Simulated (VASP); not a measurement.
Here is the system:

```
CELL_PARAMETERS angstrom
      0.00000     2.32400     2.32400
      2.32400     0.00000     2.32400
      2.32400     2.32400     0.00000
ATOMIC_POSITIONS crystal
  Hf 0.00000 0.00000 0.00000
  C  0.50000 0.50000 0.50000
```

Method: optB88-vdW, VASP's PBE PAW potentials (set 64) (plane waves; VASP). Numerical set-up: 520 eV cut-off, Gaussian smearing of 0.050 eV, potentials Hf_pv C.

Question: Give the energies of bands 5 to 10 at the high-symmetry points, in eV from the Fermi level.

Answer: 
| band | Γ | X | U | L | W |
|---|---|---|---|---|---|
| 5 | 0.96 | -2.53 | -3.48 | -6.09 | -3.00 |
| 6 | 0.96 | -1.74 | -2.67 | -3.01 | -2.66 |
| 7 | 0.96 | -0.11 | -1.66 | -3.01 | -2.66 |
| 8 | 1.35 | -0.11 | 1.56 | 5.20 | 3.62 |
| 9 | 1.35 | 5.22 | 5.66 | 5.20 | 3.62 |
| 10 | 1.35 | 6.58 | 6.07 | 5.69 | 6.60 |

It has no gap at this level: it comes out as a metal or semimetal.

The compound is HfC in the rock salt structure. It was relaxed first.
